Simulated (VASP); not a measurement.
Input:

```yaml
crystal:
  lattice:
    - [2.87029, 0.00000, 0.00000]
    - [0.00000, 2.87029, 0.00000]
    - [0.00000, 0.00000, 4.11855]
  atoms:
    - { symbol: Ta, position: [0.50000, 0.50000, 0.50000] }
    - { symbol: Au, position: [0.00000, 0.00000, 0.00000] }
```

Method: PBEsol GGA with spin-orbit coupling, VASP's PBE PAW potentials (set 64) (plane waves; VASP). Run with 400 eV cut-off, 11×11×8 Γ-centred mesh, Gaussian smearing of 0.050 eV, potentials Ta_pv Au.

### Question
Predict the energy per atom (σ→0), band gap (over mesh and band path) with the smallest direct gap where there is one.

### Answer

```json
{
 "band gap (over mesh and band path)": "none (metal, semimetal or under 0.01 eV)",
 "energy per atom (σ→0)": "-8.840 eV/atom"
}
```

The absolute energy has meaning only against runs of the same code, potentials and settings.

The structure comes from a computed database's TaAu entry (P4/mmm); how it stands against other phases isn't given here. It was relaxed first.
